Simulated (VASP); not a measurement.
Wanted: the native input for a VASP 6.6.1 run.

```yaml
Task: relaxation of the atoms
Functional: PBE
Potentials_or_basis: VASP PAW PBE potentials, release 64 (Cd, S)
Cutoff: 520 eV
k_mesh: 9 × 9 × 6
Occupations: gaussian, width 0.02 eV
Spin: no spin polarisation
Further_INCAR_settings: ALGO = Fast; EDIFF = 1e-07; IBRION = 2; EDIFFG = -0.002; NSW = 80
```

The structure of CdS lies in POSCAR:

```
CdS                                     
1.0
    4.1756580047      0.0000000000      0.0000000000
   -2.0878290023      3.6162259140      0.0000000000
    0.0000000000      0.0000000000      6.7956885412
  Cd              S             
     2     2
Direct
     0.3333333300000021    0.6666666699999979    0.9992266096424771
     0.6666666699999979    0.3333333300000021    0.4992266096424771
     0.3333333300000021    0.6666666699999979    0.3757733903575229
     0.6666666699999979    0.3333333300000021    0.8757733903575229
```

The cell isn't the ideal one: a relaxed cell with its volume scaled by 0.98.

One way to write it, as run:

INCAR

```
PREC = Accurate ; ENCUT = 520
EDIFF = 1E-7 ; ISMEAR = 0
SIGMA = 0.02 ; LREAL = False
LASPH = True ; NELM = 80
ALGO = Fast ; ISIF = 2
LWAVE = False ; LCHARG = False
GGA = PE ; IBRION = 2
NSW = 80 ; EDIFFG = -0.002
```

KPOINTS

```
Automatic mesh
0
Gamma
  9 9 6
```

Potentials or basis: VASP PAW PBE potentials, release 64 (Cd, S).

The run is started by

```sh
$ cat potpaw_PBE.64/Cd/POTCAR potpaw_PBE.64/S/POTCAR > POTCAR
$ mpirun -np 1 vasp_std > vasp.out
```

It gave:

| Property | Result |
| --- | --- |
| Pressure after relaxing | 1.1 GPa |
| Band gap on the k mesh | 1.15 eV, direct |

Caveat: the relaxation stopped at its first step, so nothing moved.

Run time: 91 s on 1 thread of Intel(R) Xeon(R) Platinum 8259CL CPU @ 2.50GHz (Skylake/Cascade Lake), with other jobs on the host, peak memory 0.28 GiB.
